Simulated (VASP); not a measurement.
AlPt$_{3}$ (ordered alloy cell): computed properties

Method: PBEsol GGA, VASP's PBE PAW potentials (set 64) (plane waves; VASP).

```yaml
space_group: R-3m (166)
cell: a = b = 2.809 Å, c = 25.785 Å, α = β = 90.00°, γ = 120.00°
volume_per_atom: 14.69 Å^3/atom
band gap (over mesh and band path): none (metal, semimetal or under 0.01 eV)
density: 17.30 g/cm³
```

```yaml
crystal:
  lattice:
    - [0.00000, 1.98655, 1.98655]
    - [1.98655, 0.00000, 1.98655]
    - [7.61097, 7.61097, 0.33524]
  atoms:
    - { symbol: Pt, position: [0.03169, 0.03169, 0.97623] }
    - { symbol: Pt, position: [0.00000, 0.00000, 0.25000] }
    - { symbol: Pt, position: [0.96831, 0.96831, 0.52377] }
    - { symbol: Al, position: [0.00000, 0.00000, 0.75000] }
```

Unless said otherwise, spin-orbit coupling is left out, though it shifts the bands of the heavy elements here.

The structure was generated: AlPt3 was put into an ordered model structure (R-3m), which need not be its known phase. It was relaxed first. Symmetry was kept, so distortions that lower it aren't found. The electron count is odd and the run is not spin-polarised, which forces a metal.
